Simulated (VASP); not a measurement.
Calculation: PBE GGA, VASP's PBE PAW potentials (set 64) (plane waves; VASP).

The input files of a VASP run:

INCAR:
```
ALGO = Normal
EDIFF = 1E-6
ENCUT = 800
GGA = PE
ISIF = 2
ISMEAR = 0
LASPH = .TRUE.
LCHARG = .FALSE.
LMAXMIX = 4
LREAL = .FALSE.
LWAVE = .FALSE.
NELM = 100
PREC = Accurate
SIGMA = 0.05
SYSTEM = GaP
```

KPOINTS:
```
Automatic mesh
0
Gamma
8 8 8
0 0 0
```

### POSCAR
```
GaP
3.8537320
  0.0000000000   0.7071067734   0.7071067734
  0.7071067734   0.0000000000   0.7071067734
  0.7071067734   0.7071067734   0.0000000000
Ga P
1 1
Direct
  0.0000000000   0.0000000000   0.0000000000
  0.2500000000   0.2500000000   0.2500000000
```

POTCAR, in this order: Ga_h P (PBE.64 set). Program: vasp_std.

The run wrote:

OSZICAR:
```
       N       E                     dE             d eps       ncg     rms          rms(c)
DAV:   1     0.129906362733E+03    0.12991E+03   -0.11824E+04   759   0.218E+03
DAV:   2    -0.519982057436E+00   -0.13043E+03   -0.12624E+03   779   0.411E+02
DAV:   3    -0.915888062347E+01   -0.86389E+01   -0.85961E+01  1017   0.107E+02
DAV:   4    -0.938231343151E+01   -0.22343E+00   -0.22333E+00   940   0.186E+01
DAV:   5    -0.939272213750E+01   -0.10409E-01   -0.10408E-01  1088   0.339E+00    0.429E+00
DAV:   6    -0.914386930831E+01    0.24885E+00   -0.52475E-01  1160   0.166E+01    0.282E+00
DAV:   7    -0.911375653422E+01    0.30113E-01   -0.10434E-01   914   0.271E+00    0.120E+00
DAV:   8    -0.911371308177E+01    0.43452E-04   -0.81752E-03   879   0.104E+00    0.261E-01
DAV:   9    -0.911421183233E+01   -0.49875E-03   -0.16319E-03   957   0.542E-01    0.978E-02
DAV:  10    -0.911425643830E+01   -0.44606E-04   -0.60138E-05   918   0.782E-02    0.420E-02
DAV:  11    -0.911433732607E+01   -0.80888E-04   -0.10918E-04   824   0.630E-02    0.651E-03
DAV:  12    -0.911433757226E+01   -0.24620E-06   -0.13179E-06   826   0.103E-02
   1 F= -.91143376E+01 E0= -.91143376E+01  d E =-.110386E-10
```

File OUTCAR:
```
------------------------ aborting loop because EDIFF is reached ----------------------------------------
  FORCE on cell =-STRESS in cart. coord.  units (eV):
  Direction    XX          YY          ZZ          XY          YZ          ZX
  --------------------------------------------------------------------------------------
  Total        0.6355361      0.6355361      0.6355361      0.0000000      0.0000000     -0.0000000
  in kB       25.1606164     25.1606164     25.1606164      0.0000000      0.0000000     -0.0000000
  external PRESSURE =      25.1606164 kB  Pullay stress =       0.0000000 kB
  volume of cell :       40.47
      direct lattice vectors                 reciprocal lattice vectors
     0.000000000  2.725000000  2.725000000    -0.183486239  0.183486239  0.183486239
     2.725000000  0.000000000  2.725000000     0.183486239 -0.183486239  0.183486239
     2.725000000  2.725000000  0.000000000     0.183486239  0.183486239 -0.183486239
  FREE ENERGIE OF THE ION-ELECTRON SYSTEM (eV)
  ---------------------------------------------------
  free  energy   TOTEN  =        -9.1143375723 eV

  energy  without entropy=       -9.1143375722  energy(sigma->0) =       -9.11433757
```
(Selected blocks of OUTCAR.)

The compound is GaP in the zinc blende structure. The cell was not relaxed at this level. The run is one of a series of settings (ENCUT = 800, POTCAR Ga_h P (PBE.64 set) against the base run), some of them coarse on purpose.
